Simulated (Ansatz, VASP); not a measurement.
## TiSeS: VASP beside Ansatz

Aim: how closely do two programs agree when they are given the same cell, functional and k mesh? Of the first pair: The structure shown is the start of the Ansatz relaxation below; VASP solves that cell, so the two are compared at the walk's first step.

Method: plane waves, with VASP 6.6.1 beside it; single point at LDA, in Ansatz 0.2.0.

## (1) Set-up

The cell holds 3 atoms: 1 Ti, 1 S and 1 Se. Its edges and angles: a = 3.500 Å, b = 3.500 Å, c = 30.000 Å, α = 90.0°, β = 90.0°, γ = 120.0°. Vacuum lies along c. The height across the vacuum is the one that the program set for its solve, not the one typed.

## (2) Ansatz: relaxation, LDA

Ansatz runs on its default PAW (the set named soft_2) files.

The two programs are compared at the cell with which this relaxation starts, whose forces are those of its first step.

input.yaml

```yaml
crystal:
  lattice:
    - [3.5, 0.0, 0.0]
    - [-1.75, 3.03109, 0.0]
    - [0.0, 0.0, 20.0]
  atoms:
    - { symbol: Ti, position: [0.0, 0.0, 0.5] }
    - { symbol: S, position: [0.333333, 0.666667, 0.575] }
    - { symbol: Se, position: [0.666667, 0.333333, 0.42] }
  periodic: [true, true, false]
kpoints:
  mp_grid: { grid: [6, 6, 1] }
hamiltonian:
  xc: lda
scf:
  occupations: { method: gaussian, width: 0.1 }
output:
  forces: true
  stress: true
  eigenvalues: true
relax:
  adjacent_minimum: "off"
  f_tol: 0.05
  max_steps: 80
  cell: { stress_2d_tol: 0.02 }
```

On the command line:

```console
ansatz run input.yaml --threads 8 --pin off --max-ram 14336MiB --backend cpu --events-out ev --progress --plain --runs-dir out
```

Numbers of over 12 decimals in the logs are rounded to 6 here.

Log:

```text
Warning: crystal.periodic: the lattice vector that does not repeat stood 0.000° off the slab's normal, 20.000 Å along it as the deck builds it. The run solves the slab on a vector along the normal, 30.000 Å long, with every atom where it was (on the deck's vector they left 16.90 Å outside them, and the widest stretch free of ions among them is 1.60 Å). A fractional position that the run reports is one of the run's ce [...]
Warning: the atoms were moved onto the symmetric positions of the space group found under crystal.symmetry.tolerance 1.0e-5 (fractional; no operation is sought that the atoms, as they stand in a round, miss by more than twice it, and no atom is moved by as much as it), and the run uses the moved positions. Before a round's move an operation carried an atom to 3.50e-6 Å from where it should land, the largest such dist [...]
The last accepted step is kept in <dir> (removed where the run ends without a failure and the disk answers)
[...]
SCF iter   7: F=-8706.725660 eV  HF=-8706.725660 eV  |F-HF|=1.02e-7  |Δ(HF+E_count)|=   9.25e-7  Δρ=3.74e-6  dr2=3.33e-8  ethr=8.82e-10  ⟨swp⟩=10.3  Hψ=863  notcnv=0
SCF 3 converged in 7 iterations: F = -8706.725660 eV  dr2 = 3.33e-8
relax step   3: F+E_penalty+E_count = -8706.72566029 eV  Δ(F+E_penalty+E_count) = -6.794e-2 eV  max|allowed force component| = 6.439e-2 eV/Å  Δτ_max = 0.0890 Å  P = -0.236 N/m  Ω = 296.357 Å³  energy of the carried Pulay correction = +7.968e-4 eV  fix = [c, alpha, beta]  reactions: c -0.000 N/m  (7 SCF iters, dr2 threshold 3.00e-7 eV, accepted)
[...]
relax step   4: F+E_penalty+E_count = -8706.72604430 eV  Δ(F+E_penalty+E_count) = -3.840e-4 eV  max|allowed force component| = 9.668e-3 eV/Å  Δτ_max = 0.0029 Å  P = +0.055 N/m  Ω = 295.162 Å³  energy of the carried Pulay correction = +8.419e-4 eV  fix = [c, alpha, beta]  reactions: c +0.000 N/m  (5 SCF iters, dr2 threshold 2.59e-7 eV, accepted)
[...]
relax step   5: F+E_penalty+E_count = -8706.72605145 eV  Δ(F+E_penalty+E_count) = -7.157e-6 eV  max|allowed force component| = 1.509e-3 eV/Å  Δτ_max = 0.0005 Å  P = +0.003 N/m  Ω = 295.406 Å³  energy of the carried Pulay correction = +8.327e-4 eV  fix = [c, alpha, beta]  reactions: c +0.000 N/m  (5 SCF iters, dr2 threshold 4.42e-9 eV, accepted)
[...]
relax step   6: F+E_penalty+E_count = -8706.72539209 eV  Δ(F+E_penalty+E_count) = +6.594e-4 eV  max|allowed force component| = 1.625e-3 eV/Å  Δτ_max = 0.0000 Å  P = -0.002 N/m  Ω = 295.406 Å³  fix = [c, alpha, beta]  reactions: c -0.000 N/m  stress off target by 2.33e-3 N/m on what of the cell is left free  SCF on the basis re-selected at this cell (its energy is not comparable with the rows above)  (8 SCF iters)
basis re-selected at this cell: Δ(F+E_penalty+E_count) = +6.594e-4 eV, ΔP = -0.005 N/m vs the last step (what re-selecting the basis moved, of the pressure what is left beyond the Pulay correction that the steps carried, after the strain that the cell walked since its last selection, with what the two solves' SCF thresholds leave and, on support functions, any second-order correction that the steps lacked; it is no m [...]
SCF converged after 8 iterations
Free energy (F): -8706.725392 eV
Harris-Foulkes:  -8706.725392 eV  (|F-HF|=2.91e-11)
Internal energy: -8706.719630 eV  (E = F + TS)
E sigma→0 (E₀):  -8706.722511 eV
Entropy (-TS):   -0.005762 eV (-1.921 meV/atom)
Fermi energy:    -5.655546 eV
--- Per-component energies (eV) ---
  E_band       = -1064.126905
  E_kinetic    = 500.859530
  E_local      = -68077.311588  (includes V_loc(G=0)·N_el)
  E_nonlocal   = -549.426343
  E_hartree    = 33666.800229
  E_xc         = -298.065653
  E_vxc        = -309.851952  (∫ρ·V_xc dr)
  E_paw        = -3393.776438  (= ΣΔE_a)
  E_vpaw       = 38.003522  (= ΣTr[D̂ρ^β])
  E_aug_tail   = -0.000475  (compensation charges beyond the density's cutoff)
  E_ewald      = 29441.504597
  E_core_change = 2.696510  (= ΣΔE_core)
  E_smearing   = -0.005762  (= −TS)
  E_closure    = -0.000000  (closes the sum)
  Σ components = -8706.725392   (vs F -8706.725392, Δ=0.00e0)
--- Forces (eV/Å), atoms counted from 1 ---
  atom   1  Ti     0.00000000     0.00000000     0.00173888
  atom   2  S      0.00000000     0.00000000    -0.00042566
  atom   3  Se     0.00000000    -0.00000000    -0.00097241
  max |Σ_I F_I| component: 3.41e-4 eV/Å
--- 2D stress c σ (N/m, compression-positive) ---
       -0.002329      -0.000000      -0.000000
       -0.000000      -0.002329       0.000000
       -0.000000       0.000000      -0.000000
  P = ½ c Tr σ = -0.0023 N/m
--- Band table (eV; the first three rows and the last of 7) ---
  k-point 0: bands = ["-62.4545", "-53.0059", "-53.0059", "-52.9691", "-52.9691", "-52.9531", "-39.0284", "-38.9733", "-38.9733", "-19.5839", "-18.4247", "-10.5126", "-8.2787", "-8.2787", "-7.3377", "-5.1399", "-5.1399", "-5.0129", "-5.0129", "-4.6373", "-1.7340"]
  k-point 1: bands = ["-62.4507", "-53.0058", "-53.0051", "-52.9693", "-52.9692", "-52.9527", "-39.0204", "-39.0126", "-38.9822", "-19.2441", "-18.2844", "-10.1226", "-9.1602", "-8.2087", "-7.2880", "-6.7382", "-6.1353", "-5.0701", "-4.1438", "-4.0919", "-2.6381"]
  k-point 2: bands = ["-62.4431", "-53.0057", "-53.0035", "-52.9697", "-52.9694", "-52.9519", "-39.0920", "-39.0024", "-38.9999", "-18.4374", "-17.9707", "-10.2469", "-9.5987", "-9.0357", "-8.2474", "-7.2176", "-6.6029", "-5.5143", "-3.9726", "-3.7990", "-2.1780"]
  k-point 6: bands = ["-62.4374", "-53.0040", "-53.0039", "-52.9700", "-52.9695", "-52.9513", "-39.0849", "-39.0790", "-38.9898", "-17.7088", "-17.6753", "-10.1274", "-9.8632", "-9.8488", "-8.5123", "-8.1461", "-8.0038", "-4.3580", "-4.0598", "-3.9840", "-2.4189"]
--- Relaxed structure (5 steps of the walk, 5 accepted, 1 SCFs on fresh bases) ---
  F+E_penalty+E_count = -8706.72539209 eV   max|allowed force component| = 1.625e-3 eV/Å   (the final SCF, on the basis selected at the relaxed cell)
  cell:  # Å, volume = 295.4057 Å³
    - [3.371968, 0.0, 0]
    - [-1.685984, 2.920210, 0]
    - [0, 0, 30.0]
  atoms:
    - { symbol: Ti, position: [2.1562561781587525e-18, 0, 0.335296] }
    - { symbol: S, position: [0.333333, 0.666667, 0.379982] }
    - { symbol: Se, position: [0.666667, 0.333333, 0.281389] }
```

## (3) VASP: single point, LDA, start cell, pair 1

The same cell, functional (in two slightly different forms), mesh and smearing now go to VASP, with its own data sets.

Lines of VASP's logs that name or quote its potential files are left out, and so is its time.

INCAR

```
SYSTEM = TiSeS
PREC = Accurate
ENCUT = 400
EDIFF = 1E-06
NELM = 120
ISMEAR = 0
SIGMA = 0.1
LREAL = .FALSE.
ALGO = Normal
GGA = CA
NBANDS = 18
LASPH = .TRUE.
LORBIT = 11
LWAVE = .FALSE.
LCHARG = .FALSE.
ISIF = 2
LDIPOL = .TRUE.
IDIPOL = 3
DIPOL = 0.5 0.5 0.332
LVHAR = .TRUE.
GGA_COMPAT = .FALSE.
NELMDL = -8
KPAR = 2
```

POSCAR

```
TiSeS
1.0
    3.5000010000      0.0000000000      0.0000000000
   -1.7500000000      3.0310890000      0.0000000000
    0.0000000000      0.0000000000     30.0000000000
Ti S Se
1 1 1
Direct
    0.0000000000      0.0000000000      0.3333333333
    0.3333332381      0.6666666667      0.3833333333
    0.6666664762      0.3333333333      0.2800000000
```

KPOINTS

```
Automatic mesh
0
Gamma
6 6 1
0 0 0
```

The projector-augmented-wave data sets are Ti_sv, S and Se (LDA family, release 64).

On the command line:

```console
mpirun -np 2 vasp_std
```

Log:

```text
[banner, memory and clock lines left out]
running    2 mpi-ranks, on    1 nodes
 distrk:  each k-point on    1 cores,    2 groups
 distr:  one band on    1 cores,    1 groups

 POSCAR found type information on POSCAR TiS Se
 POSCAR found :  3 types and       3 ions
 LDA part: xc-table for (Slater(with rela. corr.)+CA(PZ))
 , standard interpolation
 POSCAR, INCAR and KPOINTS ok, starting setup
 FFT: planning ... GRIDC
 FFT: planning ... GRID_SOFT
 FFT: planning ... GRID
 WAVECAR not read
 entering main loop
       N       E                     dE             d eps       ncg     rms          rms(c)
DAV:   1     0.153113506430E+03    0.15311E+03   -0.95265E+03   316   0.815E+02
DAV:   2    -0.306938518013E+00   -0.15342E+03   -0.15070E+03   346   0.227E+02
DAV:   3    -0.233398498756E+02   -0.23033E+02   -0.22882E+02   440   0.789E+01
DAV:   4    -0.243940640375E+02   -0.10542E+01   -0.10519E+01   344   0.165E+01
DAV:   5    -0.244734464173E+02   -0.79382E-01   -0.79365E-01   396   0.352E+00
DAV:   6    -0.244740702235E+02   -0.62381E-03   -0.62378E-03   360   0.428E-01
DAV:   7    -0.244740904021E+02   -0.20179E-04   -0.20179E-04   384   0.618E-02
DAV:   8    -0.244740905959E+02   -0.19381E-06   -0.19413E-06   352   0.716E-03    0.127E+01
DAV:   9    -0.226390655409E+02    0.18350E+01   -0.37568E+01   308   0.455E+01    0.139E+01
DAV:  10    -0.213958468750E+02    0.12432E+01   -0.34733E+01   344   0.389E+01    0.623E+00
DAV:  11    -0.207426511206E+02    0.65320E+00   -0.41550E+00   288   0.159E+01    0.185E+00
DAV:  12    -0.207412023839E+02    0.14487E-02   -0.12901E-01   308   0.263E+00    0.144E+00
DAV:  13    -0.207128677201E+02    0.28335E-01   -0.13243E-01   328   0.255E+00    0.423E-01
DAV:  14    -0.207145094679E+02   -0.16417E-02   -0.11966E-02   286   0.857E-01    0.406E-01
[...]
DAV:  22    -0.207127919159E+02   -0.26433E-04   -0.10711E-06   238   0.819E-03    0.441E-03
DAV:  23    -0.207128267854E+02   -0.34870E-04   -0.20833E-06   240   0.843E-03    0.126E-03
DAV:  24    -0.207128396876E+02   -0.12902E-04   -0.65585E-07   238   0.314E-03    0.123E-03
DAV:  25    -0.207128494471E+02   -0.97595E-05   -0.33585E-07   206   0.213E-03    0.101E-03
DAV:  26    -0.207128518200E+02   -0.23729E-05   -0.14576E-07   184   0.267E-03    0.532E-04
DAV:  27    -0.207128560055E+02   -0.41855E-05   -0.15660E-07   206   0.185E-03    0.581E-04
DAV:  28    -0.207128571113E+02   -0.11058E-05   -0.37471E-08   172   0.103E-03    0.263E-04
DAV:  29    -0.207128578544E+02   -0.74308E-06   -0.13442E-08   164   0.581E-04
   1 F= -.20712858E+02 E0= -.20709799E+02  d E =-.611744E-02
```

OUTCAR, selected parts (step 3):

```text
ion  position               nearest neighbor table
   1  0.000  0.000  0.333-   2 2.52   2 2.52   2 2.52   3 2.58   3 2.58   3 2.58
   2  0.333  0.667  0.383-   1 2.52   1 2.52   1 2.52
   3  0.667  0.333  0.280-   1 2.58   1 2.58   1 2.58

  LATTYP: Found a hexagonal cell.
 ALAT       =     3.5000010000
 C/A-ratio  =     8.5714261224

 Subroutine GETGRP returns: Found  6 space group operations
 (whereof  6 operations were pure point group operations)

The static configuration has the point symmetry C_3v.

 Found      7 irreducible k-points:

   k-points           NKPTS =      7   k-points in BZ     NKDIM =      7   number of bands    NBANDS=     18

   dimension x,y,z NGX =    24 NGY =   24 NGZ =  196
   dimension x,y,z NGXF=    48 NGYF=   48 NGZF=  392

   ENCUT  =  400.0 eV  29.40 Ry    5.42 a.u.   5.71  5.71 48.92*2*pi/ulx,y,z

   NELECT =      24.0000    total number of electrons

 k-points in reciprocal lattice and weights: Automatic mesh
   0.00000000  0.00000000  0.00000000       0.028
   0.16666667  0.00000000  0.00000000       0.167
   0.33333333  0.00000000  0.00000000       0.167
   0.50000000 -0.00000000  0.00000000       0.083
   0.16666667  0.16666667  0.00000000       0.167
   0.33333333  0.16666667  0.00000000       0.333
   0.33333333  0.33333333  0.00000000       0.056

 dipolmoment           0.000000      0.000000      0.026165 electrons x Angstroem

 average (electrostatic) potential at core
       1 -85.4957       2 -95.2674       3 -67.7420

 E-fermi :  -3.8021

 k-point     1 :       0.0000    0.0000    0.0000
  band No.  band energies     occupation
    ...
      6     -16.0582      2.00000
      7      -8.1221      2.00000
      8      -5.9310      2.00000
      9      -5.9310      2.00000
     10      -5.2199      2.00000
     11      -3.4264      0.00000
     12      -3.4264      0.00000
     13      -3.3074      0.00000
     14      -3.3074      0.00000
     15      -2.9917      0.00000
    ...

 k-point     2 :       0.1667    0.0000    0.0000
  band No.  band energies     occupation
    ...
      8      -6.7323      2.00000
      9      -5.8723      2.00000
     10      -5.3353      2.00000
     11      -4.7565      2.00000
     12      -4.3214      2.00000
     13      -3.3083      0.00000
     14      -2.5537      0.00000
     15      -2.4718      0.00000
     16      -1.2208      0.00000
     17      -0.6217      0.00000
    ...

 k-point     3 :       0.3333    0.0000    0.0000
  band No.  band energies     occupation
    ...
      8      -7.3702      2.00000
      9      -6.7643      2.00000
     10      -5.9280      2.00000
     11      -5.2299      2.00000
     12      -4.7735      2.00000
     13      -3.6687      0.05926
     14      -2.3858      0.00000
     15      -2.1782      0.00000
     16      -0.8190      0.00000
     17      -0.6036      0.00000
    ...

  Total       -3.8535293     -3.8535273     -3.8665554     -0.0000006     -0.0000000      0.0000000
  in kB      -19.3990801    -19.3990701    -19.4646550     -0.0000032     -0.0000000      0.0000000
  external PRESSURE =     -19.4209351 kB  Pullay stress =       0.0000000 kB

  energy-cutoff  :      400.00
  volume of cell :      318.26
      direct lattice vectors                 reciprocal lattice vectors
     3.500001000  0.000000000  0.000000000     0.285714204  0.164957168  0.000000000
    -1.750000000  3.031089000  0.000000000     0.000000000  0.329914430  0.000000000
     0.000000000  0.000000000 30.000000000     0.000000000  0.000000000  0.033333333

 POSITION                                       TOTAL-FORCE (eV/Angst)
 -----------------------------------------------------------------------------------
      0.00000      0.00000     10.00000         0.000000     -0.000000      1.094322
     -0.00000      2.02073     11.50000         0.000000     -0.000000     -1.786403
      1.75000      1.01036      8.40000        -0.000000      0.000000      0.692081
 -----------------------------------------------------------------------------------
    total drift:                                0.000410      0.000001     -0.000118

  FREE ENERGIE OF THE ION-ELECTRON SYSTEM (eV)
  ---------------------------------------------------
  free  energy   TOTEN  =       -20.7128578544 eV

  energy  without entropy=      -20.7067404177  energy(sigma->0) =      -20.70979914

 vacuum level on the upper side and lower side of the slab         2.304         1.858

 total charge
# of ion       s       p       d       tot
------------------------------------------
    1        2.175   6.153   1.790  10.118
    2        1.356   2.305   0.000   3.661
    3        1.478   2.336   0.031   3.845
--------------------------------------------------
tot          5.009  10.794   1.821  17.624

[... 3 further parts left out ...]
```

The run ends at a pressure of -1.94 GPa, with forces up to 1.8 eV/Å.

## (4) Comparison

Known differences besides the potentials themselves: the two LDA forms differ slightly; Ansatz cuts the interaction across the vacuum, VASP repeats the sheet with a dipole correction; the data sets hold 34 valence electrons in Ansatz (on its default PAW (the set named soft_2) files) and 24 in VASP; VASP's log shows a relativistic correction to its local exchange, Ansatz's none; Ansatz takes its cutoff from its data sets, VASP runs at 400 eV. Total energies have different zeros and are not compared.

Forces (eV/Å; atoms numbered as in POSCAR):

| atom | Ansatz x, y, z | VASP x, y, z |
| --- | --- | --- |
| Ti1 | 0.000, 0.000, 1.079 | 0.000, 0.000, 1.094 |
| S2 | 0.000, 0.000, -1.809 | 0.000, 0.000, -1.786 |
| Se3 | 0.000, 0.000, 0.729 | 0.000, 0.000, 0.692 |

The forces differ by 15 meV/Å r.m.s., which is 2.1 % of the r.m.s. force of 0.735 eV/Å (both taken over all components). With vacuum in the cell, a pressure given here is an average over mostly empty space and none of the material.

## (5) Ansatz: relaxation, LDA

This run makes the geometry at which the two programs are then compared.

The structure compared here is the end of the Ansatz relaxation.

input.yaml

```yaml
crystal:
  lattice:
    - [3.3719683938, 0.0, 0.0]
    - [-1.6859841969, 2.9202102898, 0.0]
    - [0.0, 0.0, 30.0]
  atoms:
    - { symbol: Ti, position: [0.0, 0.0, 0.3352956434] }
    - { symbol: S, position: [0.3333333333, 0.6666666667, 0.3799819209] }
    - { symbol: Se, position: [0.6666666667, 0.3333333333, 0.2813891024] }
  periodic: [true, true, false]
kpoints:
  mp_grid: { grid: [15, 15, 1] }
hamiltonian:
  xc: lda
scf:
  occupations: { method: gaussian, width: 0.1 }
output:
  forces: true
  stress: true
  eigenvalues: true
  write_density: true
  write_potential: true
  elf: true
  volumetric_format: npy
relax:
  adjacent_minimum: "off"
  f_tol: 0.005
  max_steps: 80
  cell: { stress_2d_tol: 0.02 }
```

On the command line:

```console
ansatz run input.yaml --threads 8 --pin off --max-ram 14336MiB --backend cpu --events-out ev --progress --plain --runs-dir out
```

Log:

```text
[...]
Crystal: 3 atoms, lattice volume = 295.406 Å³
Basis set: ecut = 420 eV, 5825 PW (Γ)
Bands: 21, of which v1, the nominal top of the filled ones, is band 17 counted from 1 (16 counted from 0)
Symmetry: 6 space group operations
[...]
k-points: 27 of 225 (time reversal used)
[...]
k-point 26: bands = [... 13 lower, -9.8457, -8.5072, -8.1429, -8.0020, -4.3489, -4.0546, -3.9785, -2.4123]
--- Relaxed structure (2 steps of the walk, 2 accepted, 1 SCFs on fresh bases) ---
[...]
cell:  # Å, volume = 295.3199 Å³
    - [3.371479, 0.0, 0]
    - [-1.685739, 2.919786, 0]
    - [0, 0, 30.0]
  atoms:
    - { symbol: Ti, position: [0, 0, 0.335304] }
    - { symbol: S, position: [0.333333, 0.666667, 0.379985] }
    - { symbol: Se, position: [0.666667, 0.333333, 0.281377] }
[key lines of the parts left out:]
SCF converged after 7 iterations
Free energy (F): -8706.732169 eV
Fermi energy:    -5.617357 eV
P = ½ c Tr σ = -0.0084 N/m
```

## (6) VASP: single point, LDA, relaxed cell, pair 2

The same cell, functional (in two slightly different forms), mesh and smearing now go to VASP, with its own data sets.

INCAR is that of step 3.

POSCAR

```
TiSeS
1.0
    3.3714786935      0.0000000000      0.0000000000
   -1.6857393468      2.9197861969      0.0000000000
    0.0000000000      0.0000000000     30.0000000000
Ti S Se
1 1 1
Direct
    0.0000000000      0.0000000000      0.3353040214
    0.3333333333      0.6666666667      0.3799854245
    0.6666666667      0.3333333333      0.2813772208
```

KPOINTS

```
Automatic mesh
0
Gamma
15 15 1
0 0 0
```

On the command line:

```console
mpirun -np 2 vasp_std
```

Log:

```text
[... set-up lines as in an earlier step ...]
 entering main loop
       N       E                     dE             d eps       ncg     rms          rms(c)
DAV:   1     0.159398553001E+03    0.15940E+03   -0.98418E+03  1188   0.836E+02
DAV:   2    -0.925095886032E-03   -0.15940E+03   -0.15613E+03  1272   0.232E+02
DAV:   3    -0.230821027118E+02   -0.23081E+02   -0.22950E+02  1692   0.812E+01
DAV:   4    -0.240340638143E+02   -0.95196E+00   -0.94954E+00  1340   0.159E+01
[...]
DAV:  27    -0.210124140533E+02   -0.25439E-05   -0.69278E-08   822   0.919E-04    0.440E-04
DAV:  28    -0.210124155657E+02   -0.15124E-05   -0.32960E-08   762   0.847E-04    0.461E-04
DAV:  29    -0.210124165067E+02   -0.94101E-06   -0.37494E-08   730   0.128E-03
   1 F= -.21012417E+02 E0= -.21010291E+02  d E =-.425141E-02
```

OUTCAR, selected parts (step 6):

```text
  Total       -0.0106209     -0.0106209      0.0122282      0.0000000     -0.0000000      0.0000000
  in kB       -0.0576210     -0.0576210      0.0663409      0.0000000     -0.0000000      0.0000000
  external PRESSURE =      -0.0163004 kB  Pullay stress =       0.0000000 kB

 POSITION                                       TOTAL-FORCE (eV/Angst)
 -----------------------------------------------------------------------------------
      0.00000      0.00000     10.05912         0.000000     -0.000000      0.013878
     -0.00000      1.94652     11.39956        -0.000000      0.000000      0.028275
      1.68574      0.97326      8.44132         0.000000     -0.000000     -0.042153
 -----------------------------------------------------------------------------------
    total drift:                                0.000000     -0.000000      0.000938

  FREE ENERGIE OF THE ION-ELECTRON SYSTEM (eV)
  ---------------------------------------------------
  free  energy   TOTEN  =       -21.0124165067 eV

  energy  without entropy=      -21.0081650921  energy(sigma->0) =      -21.01029080

[... 3 further parts left out ...]
[key lines of the parts left out:]
E-fermi :  -3.4244
```

The run ends at a pressure of 0.00 GPa, with forces up to 0.042 eV/Å.

(Continued in part 2 of 2.)

[Lines on the potential files, build, host, timing and source positions are cut from VASP's logs without a mark.]

[Logs are printed without paths, hosts, clocks, repeated set-up lines and the standing remarks that a program may print on its own settings, such as how far it seeks lower states.]

[Hosts, paths, dates, database ids (printed as entryN), source tags and the programs' standing remarks are cut or masked in the printed files.]
